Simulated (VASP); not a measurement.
Shape and ions are relaxed at each volume.

Energy against volume of ZrB2 (AlB2 type). These are TPSS meta-GGA, VASP's PBE PAW potentials (set 64) (plane waves; VASP 6.6.1) values and carry that method's errors.

| V (Å³/atom) | E (eV/atom) |
|---|---|
| 9.595 | -12.02587 |
| 9.902 | -12.04941 |
| 10.208 | -12.05671 |
| 10.514 | -12.05001 |
| 10.820 | -12.03126 |

Q: Fit a third-order Birch-Murnaghan equation of state.

A: 
- volume per atom: 10.21 Å^3/atom
- bulk modulus: 2440 kbar
- pressure derivative of the bulk modulus: 3.97

The compound is ZrB2 in the AlB2 type structure. It was relaxed first.
